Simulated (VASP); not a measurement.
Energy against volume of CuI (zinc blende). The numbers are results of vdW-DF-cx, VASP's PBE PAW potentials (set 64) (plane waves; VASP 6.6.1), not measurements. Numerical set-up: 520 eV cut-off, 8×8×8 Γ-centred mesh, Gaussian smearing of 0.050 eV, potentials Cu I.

```json
[
 {"V (Å³/atom)": "25.928", "E (eV/atom)": "-0.42539"},
 {"V (Å³/atom)": "26.730", "E (eV/atom)": "-0.42899"},
 {"V (Å³/atom)": "27.532", "E (eV/atom)": "-0.42564"},
 {"V (Å³/atom)": "28.334", "E (eV/atom)": "-0.41652"}
]
```

Q: Fit these four points and predict the energy of the run at 25.126 Å³/atom.

A: A cubic in V^(−2/3), the third-order Birch-Murnaghan form, passes through the four points with V0 = 26.72 Å³/atom and B0 = 46 GPa, and gives -0.4134 eV/atom there. The run gave -0.4134 eV/atom, +0.0 meV/atom from the fit; all five points give B0 = 46 GPa.

The compound is CuI in the zinc blende structure. It was relaxed first.
